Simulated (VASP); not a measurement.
All values below come from HSE06 screened hybrid, VASP's PBE PAW potentials (set 64) (plane waves; VASP 6.6.1).

VASP ran on this input.

**POSCAR**
```
Si
1
    0.0000000000     2.6496544834     2.6496544834
    2.6496544834     0.0000000000     2.6496544834
    2.6496544834     2.6496544834     0.0000000000
Si
2
Direct
  0.0000000000   0.0000000000   0.0000000000
  0.2500000000   0.2500000000   0.2500000000
```

### INCAR
```
LREAL=F   ! projection in real space or not
LCHARG=F
ISYM=3
ISIF=2   ! forces and stress, cell fixed
PREC=Accurate
NELM=60
PRECFOCK=Fast
SIGMA=0.05   ! width (eV)
ALGO=Normal   ! blocked Davidson
LHFCALC=T
EDIFF=1E-6   ! SCF stop (eV)
HFSCREEN=0.2
AEXX=0.25
ISMEAR=0   ! Gaussian
SYSTEM=Si
GGA=PE   ! PBE
LASPH=T
ENCUT=520   ! plane-wave cut-off (eV)
LWAVE=F
```

### KPOINTS
```
Regular mesh
0
Gamma
6 6 6
```

POTCAR, in this order: Si (PBE.64 set). Program: vasp_std. Read from the step before: WAVECAR.

Question: What does the run give for the energy per atom (σ→0), pressure, band gap (on the k-mesh)?

Answer: 
| Item | Result |
|---|---|
| energy per atom (σ→0) | -6246 meV/atom |
| band gap (on the k-mesh) | 1.15 eV |
| pressure | 8.74 GPa |

File OSZICAR:
```
...
DAV:   3    -0.124931405323E+02    0.40381E-03   -0.21106E-04   344   0.113E-01    0.140E+00
DAV:   4    -0.124929720454E+02    0.16849E-03   -0.34044E-05   304   0.470E-02    0.808E-01
DAV:   5    -0.124929146252E+02    0.57420E-04   -0.13692E-05   312   0.290E-02    0.464E-01
DAV:   6    -0.124928946332E+02    0.19992E-04   -0.55377E-06   320   0.180E-02    0.265E-01
DAV:   7    -0.124928890725E+02    0.55606E-05   -0.16834E-06   224   0.992E-03    0.154E-01
DAV:   8    -0.124928869140E+02    0.21586E-05   -0.80224E-07   184   0.702E-03    0.876E-02
DAV:   9    -0.124928863778E+02    0.53616E-06   -0.29230E-07   168   0.436E-03
   1 F= -.12492886E+02 E0= -.12492886E+02  d E =-.949577E-12
```

The compound is Si in the diamond structure. This cell is one point of a volume scan, at 0.91 of the reference volume. The cell's shape comes from a PBE relaxation.
